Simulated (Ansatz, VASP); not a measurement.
## One calculation of K4C, two programs

The input INCAR:

```
PREC = Accurate
ENCUT = 520
EDIFF = 1E-6
ISMEAR = 0
SIGMA = 0.1
LREAL = F
LASPH = T
NELM = 100
ALGO = Fast
ISIF = 2
LWAVE = F
LCHARG = F
GGA = PE
NBANDS = 28
```

KPOINTS

```
regular mesh
0
Gamma
  3 3 4
```

POSCAR

```
K4C
1.0
    6.5854810200      0.0000000000      0.0000000000
   -3.2927405100      5.7031938600      0.0000000000
    0.0000000000      0.0000000000      4.7840661600
K C
4 1
Direct
    0.5000000000      0.0000000000      0.5000000000
    0.0000000000      0.5000000000      0.5000000000
    0.5000000000      0.5000000000      0.5000000000
    0.0000000000      0.0000000000      0.0000000000
    0.0000000000      0.0000000000      0.5000000000
```

Input for Ansatz:

```yaml
crystal:
  lattice:
    - [6.58548102, 0.0, 0.0]
    - [-3.29274051, 5.70319386, 0.0]
    - [0.0, 0.0, 4.78406616]
  atoms:
    - { symbol: K, position: [0.5, 0.0, 0.5] }
    - { symbol: K, position: [0.0, 0.5, 0.5] }
    - { symbol: K, position: [0.5, 0.5, 0.5] }
    - { symbol: K, position: [0.0, 0.0, 0.0] }
    - { symbol: C, position: [0.0, 0.0, 0.5] }
basis:
  ecutwfc: 420
kpoints:
  mp_grid: { grid: [3, 3, 4] }
hamiltonian:
  xc: pbe
scf:
  occupations: { method: gaussian, width: 0.1 }
  lower_state_search: "off"
output:
  forces: true
  stress: true
  eigenvalues: true
```

Alike in both runs: task single point; functional PBE; k mesh 3 × 3 × 4; occupations gaussian, width 0.1 eV; no spin polarisation.

```csv
,VASP,Ansatz
version,VASP 6.6.1,Ansatz 0.2.0
potentials or method,"VASP PAW PBE potentials, release 64 (K_sv, C)","scalar-relativistic, plane waves, PAW"
plane-wave cutoff (eV),520,420
valence electrons in the cell,40,40
```

VASP gave:

| Quantity | Value |
| --- | --- |
| gap on the k mesh at the Fermi level (eV) | none |
| pressure (GPa) | 3.5 |
| largest component of the traceless stress (GPa) | 1.45 |

Q: What did Ansatz give for the same quantities?

A: gap on the k mesh at the Fermi level (eV): none; pressure (GPa): 3.4; largest component of the traceless stress (GPa): 1.39.

A gap of «none» marks a metal or a gap that the smearing closes. With one functional, cell and mesh, what is left measures potentials, basis and numerics.

Caveats: the k mesh is coarse (spacing up to 0.37 Å⁻¹), so the values aren't converged.
